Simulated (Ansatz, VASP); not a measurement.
SrCd: VASP beside Ansatz

Contents of INCAR:

```
ALGO = Normal
EDIFF = 1E-6
ENCUT = 520
ISIF = 2
ISMEAR = -1
LASPH = True
LCHARG = False
LREAL = False
LWAVE = False
NBANDS = 18
NELM = 60
PREC = Accurate
SIGMA = 0.08
```

File KPOINTS:

```
k-points
0
Gamma
  10 10 10
```

The input POSCAR:

```
SrCd
1.0
    4.0830600000      0.0000000000      0.0000000000
    0.0000000000      4.0830600000      0.0000000000
    0.0000000000      0.0000000000      4.0030000000
Sr Cd
1 1
Direct
    0.5000000000      0.5000000000      0.5000000000
    0.0000000000      0.0000000000      0.0000000000
```

Input for Ansatz:

```yaml
crystal:
  lattice:
    - [4.08306, 0.0, 0.0]
    - [0.0, 4.08306, 0.0]
    - [0.0, 0.0, 4.003]
  atoms:
    - { symbol: Sr, position: [0.5, 0.5, 0.5] }
    - { symbol: Cd, position: [0.0, 0.0, 0.0] }
kpoints:
  mp_grid: { grid: [10, 10, 10] }
  band_path:
    path:
      - [0.0, 0.0, 0.0]
      - [0.0, 0.5, 0.0]
      - [0.5, 0.5, 0.0]
      - [0.0, 0.0, 0.0]
      - [0.0, 0.0, 0.5]
      - [0.0, 0.5, 0.5]
      - [0.5, 0.5, 0.5]
      - [0.0, 0.0, 0.5]
      - [0.0, 0.5, 0.0]
    npoints: 5
scf:
  occupations: { method: fermi_dirac, width: 0.08 }
hamiltonian:
  xc: lda
  pseudopotentials: { kind: all_electron, lapw: { basis_error: 0.0005 } }
output:
  forces: true
  stress: true
  eigenvalues: true
```

Change from the starting cell: equal xx and yy strain of +2 %.

Alike in both runs: task single point; functional LDA; k mesh 10 × 10 × 10; occupations fermi-dirac, width 0.08 eV; no spin polarisation.

|  | VASP | Ansatz |
| --- | --- | --- |
| version | VASP 6.6.1 | Ansatz 0.2.0 |
| potentials or method | VASP PAW LDA potentials, release 64 (Sr_sv, Cd) | all-electron LAPW, scalar-relativistic |
| plane-wave cutoff (eV) | 520 | see its input |

VASP gave:

| Item | Value |
| --- | --- |
| pressure (GPa) | -2.8 |
| largest component of the traceless stress (GPa) | 0.36 |

Question: Which values does Ansatz return?

Answer: Pressure (GPa): -2.9; largest component of the traceless stress (GPa): 0.37.

Ansatz ran all-electron here, so the differences hold the error of VASP's frozen core and of both bases.
